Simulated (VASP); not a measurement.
Ca3ZrN3: single point with PBE

The system is Ca3ZrN3.

```
Ca Zr N
1.0
     4.80015    0.00000    0.00000
     0.00000    9.60030    0.00000
     0.00000    0.00000    4.80015
Ca Zr N
6 2 6
Direct
  0.00000 0.25000 0.50000
  0.00000 0.75000 0.50000
  0.50000 0.00000 0.50000
  0.50000 0.50000 0.50000
  0.50000 0.25000 0.00000
  0.50000 0.75000 0.00000
  0.00000 0.00000 0.00000
  0.00000 0.50000 0.00000
  0.50000 0.00000 0.00000
  0.50000 0.50000 0.00000
  0.00000 0.25000 0.00000
  0.00000 0.75000 0.00000
  0.00000 0.00000 0.50000
  0.00000 0.50000 0.50000
```

The cell was built by a generator and needn't be a form met in nature.

| Item | Value |
| --- | --- |
| Program | VASP 6.6.1 |
| Task | single point |
| Functional | PBE |
| Potentials or basis | VASP PAW PBE potentials, release 64 (Ca_sv, Zr_sv, N) |
| Cutoff | 520 eV |
| k mesh | 5 × 3 × 5 |
| Occupations | gaussian, width 0.15 eV |
| Spin | no spin polarisation |
| Further INCAR settings | PREC = Normal; LREAL = Auto; ALGO = Fast; EDIFF = 1e-05; NBANDS = 70 |

```yaml
Pressure: -0.1 GPa
Band_gap_on_the_k_mesh: none (metal or under the smearing width)
```

Levels at points of the mesh, in eV from the Fermi level:
| k point | band 55 | band 56 | band 57 | band 58 | band 59 | band 60 |
| --- | --- | --- | --- | --- | --- | --- |
| (0.00, 0.00, 0.00) | -0.59 | -0.59 | -0.59 | -0.24 | 0.02 | 0.02 |

It took 2.2 min on 1 thread of Intel(R) Xeon(R) Platinum 8559C (Emerald Rapids), with other jobs on the host, peak memory 0.27 GiB.
